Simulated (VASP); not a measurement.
Consider the following.

```xyz
3
Lattice="1.9279 -3.3392 0.0000 1.9279 3.3392 0.0000 0.0000 0.0000 6.6476" Properties=species:S:1:pos:R:3 pbc="T T T"
Sn     0.0000     0.0000     0.0000
Se     1.9279     1.1131     1.5831
Se     1.9279    -1.1131     5.0646
```

Computed with MS2 meta-GGA, VASP's PBE PAW potentials (set 64) (plane waves; VASP). Run with 520 eV cut-off, 7×7×4 Γ-centred mesh, Gaussian smearing of 0.050 eV, potentials Sn_d Se.

Task: The ions and cell shape at fixed volume are relaxed. What does this cell relax into?

Result: 
```xyz
3
Lattice="1.9106 -3.3093 0.0000 1.9106 3.3093 0.0000 0.0000 0.0000 6.7684" Properties=species:S:1:pos:R:3 pbc="T T T"
Sn     0.0000     0.0000     6.7684
Se     1.9106     1.1031     1.5673
Se     1.9106    -1.1031     5.2011
```
Space group P-3m1 (164), at a tolerance of 0.03 Å.

Task: How much energy does the relaxation gain?

Result: The energy (σ→0) changes by -3.8 meV/atom, in 7 ionic steps.

```tsv
step	E(σ→0) (eV)	max force (eV/Å)	pressure (GPa)	volume (Å³)
1	-10.3314	0.264	-1.84	85.59
2	-10.3367	0.157	-1.42	85.59
3	-10.3398	0.041	-0.63	85.59
4	-10.3425	0.024	-0.35	85.59
5	-10.3427	0.016	-0.21	85.59
6	-10.3427	0.015	-0.20	85.59
7	-10.3428	0.003	-0.25	85.59
```

The compound is SnSe2 in the 1T layered structure. This cell is one point of a volume scan, at 1.03 of the reference volume. Symmetry was kept, so distortions that lower it aren't found.
